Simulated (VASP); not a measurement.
Here is the system:

```
CELL_PARAMETERS angstrom
     -1.69900     1.69900     1.69900
      1.69900    -1.69900     1.69900
      1.69900     1.69900    -1.69900
ATOMIC_POSITIONS crystal
  Ta 0.00000 0.00000 0.00000
```

Calculation: revPBE GGA, VASP's PBE PAW potentials (set 64) (plane waves; VASP). Numerical set-up: 520 eV cut-off, 15×15×15 Γ-centred mesh, first-order Methfessel-Paxton smearing of 0.10 eV, potentials Ta_pv.

Problem. Give the stress tensor in GPa (positive for a compressed cell).

Solution. 
```
-9.81   0.00   0.00
 0.00  -9.81   0.00
 0.00   0.00  -9.81
```
The pressure is its mean diagonal, -9.81 GPa.

The compound is Ta in the bcc structure. This cell is one point of a volume scan, at 1.06 of the reference volume.
